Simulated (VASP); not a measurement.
```yaml
crystal:
  lattice:
    - [0.00000, 2.32000, 2.32000]
    - [2.32000, 0.00000, 2.32000]
    - [2.32000, 2.32000, 0.00000]
  atoms:
    - { symbol: Hf, position: [0.00000, 0.00000, 0.00000] }
    - { symbol: C, position: [0.50000, 0.50000, 0.50000] }
```

Method: PBE GGA, VASP's PBE PAW potentials (set 64) (plane waves; VASP 6.6.1). Numerical set-up: 520 eV cut-off, 10×10×10 Γ-centred mesh, first-order Methfessel-Paxton smearing of 0.10 eV, potentials Hf_pv C.

Unless said otherwise, spin-orbit coupling is left out, though it shifts the bands of the heavy elements here.

What does the run give for the energy per atom (σ→0), pressure, band gap (on the k-mesh) with the smallest direct gap where there is one?

- band gap (on the k-mesh): none (metal, semimetal or under 0.01 eV)
- energy per atom (σ→0): -10521 meV/atom
- pressure: 11.1 kbar

Only differences to runs with the same potentials and settings are physical.

The compound is HfC in the rock salt structure. The cell was not relaxed at this level.
